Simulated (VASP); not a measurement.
CdRh3, 4 atoms in the cell. It takes space group Fm-3m (No. 225, cubic). The conventional cell has a = 6.246 Å, b = 6.246 Å, c = 6.246 Å, α = 90.00°, β = 90.00°, γ = 90.00°. Cd (site symmetry m-3m) has 8 Rh at 2.70 Å as nearest neighbours. Around Rh (site symmetry -43m) lie 4 Cd at 2.70 Å and 4 Rh at 2.70 Å. Rh (site symmetry m-3m) is surrounded by 8 Rh at 2.70 Å. The cell was built by a generator and needn't be a form met in nature.

```yaml
Program: VASP 6.6.1
Task: single point
Functional: PBE
Potentials_or_basis: VASP PAW PBE potentials, release 64 (Cd, Rh_pv)
Cutoff: 520 eV
k_mesh: 7 × 7 × 7
Occupations: fermi-dirac, width 0.05 eV
Spin: no spin polarisation
Further_INCAR_settings: ALGO = Normal; EDIFF = 1e-07; NBANDS = 36
```

Potentials or basis: VASP PAW PBE potentials, release 64 (Cd, Rh_pv).

Command:

```console
$ cat potpaw_PBE.64/Cd/POTCAR potpaw_PBE.64/Rh_pv/POTCAR > POTCAR
$ mpirun -np 1 vasp_std > vasp.out
```

Hardware: 1 thread of Intel(R) Xeon(R) 6975P-C (Granite Rapids) (shared host).

**Question.** Estimate the wall time of this run.

**Answer.** It took 20 s on 1 thread of Intel(R) Xeon(R) 6975P-C (Granite Rapids), with other jobs on the host, peak memory 0.21 GiB. Counts: scf iterations 15, k points 20.
